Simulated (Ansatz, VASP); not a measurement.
**Two plane-wave programs on Tl3Ga3W**

File INCAR:

```
SYSTEM = Tl3Ga3W
PREC = Accurate
ENCUT = 520
EDIFF = 1E-6
ISMEAR = 0
SIGMA = 0.1
LREAL = .False.
LASPH = .True.
NELM = 100
ALGO = Fast
ISIF = 2
LWAVE = .False.
LCHARG = .False.
GGA = PE
NBANDS = 55
```

Contents of KPOINTS:

```
regular mesh
0
Gamma
  4 4 4
  0 0 0
```

File POSCAR:

```
Tl3Ga3W
1.0
    5.5067035100      0.0000000000      0.0000000000
    0.0000000000      5.5067035100      0.0000000000
    0.0000000000      0.0000000000      5.5067035100
Tl Ga W
3 3 1
Direct
    0.5000000000      0.0000000000      0.0000000000
    0.0000000000      0.5000000000      0.0000000000
    0.0000000000      0.0000000000      0.5000000000
    0.0000000000      0.5000000000      0.5000000000
    0.5000000000      0.0000000000      0.5000000000
    0.5000000000      0.5000000000      0.0000000000
    0.5000000000      0.5000000000      0.5000000000
```

Input for Ansatz:

```yaml
crystal:
  lattice:
    - [5.50670351, 0.0, 0.0]
    - [0.0, 5.50670351, 0.0]
    - [0.0, 0.0, 5.50670351]
  atoms:
    - { symbol: Tl, position: [0.5, 0.0, 0.0] }
    - { symbol: Tl, position: [0.0, 0.5, 0.0] }
    - { symbol: Tl, position: [0.0, 0.0, 0.5] }
    - { symbol: Ga, position: [0.0, 0.5, 0.5] }
    - { symbol: Ga, position: [0.5, 0.0, 0.5] }
    - { symbol: Ga, position: [0.5, 0.5, 0.0] }
    - { symbol: W, position: [0.5, 0.5, 0.5] }
basis:
  ecutwfc: 420
kpoints:
  mp_grid: { grid: [4, 4, 4] }
hamiltonian:
  xc: pbe
scf:
  occupations: { method: gaussian, width: 0.1 }
  lower_state_search: "off"
output:
  forces: true
  stress: true
  eigenvalues: true
```

Alike in both runs: task single point; functional PBE; k mesh 4 × 4 × 4; occupations gaussian, width 0.1 eV; no spin polarisation.

```csv
,VASP,Ansatz
version,VASP 6.6.1,Ansatz 0.2.0
potentials or method,"VASP PAW PBE potentials, release 64 (Tl_d, Ga_d, W_sv)","scalar-relativistic, plane waves, PAW"
plane-wave cutoff (eV),520,420
valence electrons in the cell,92,92
```

```csv
,VASP,Ansatz,Ansatz less VASP
gap on the k mesh at the Fermi level (eV),none,none,-
pressure (GPa),3.6,3.5,-0.05
```

A gap of «none» marks a metal or a gap that the smearing closes. With one functional, cell and mesh, what is left measures potentials, basis and numerics.

The runs have no spin-orbit coupling, so splittings on Tl, W are missing.
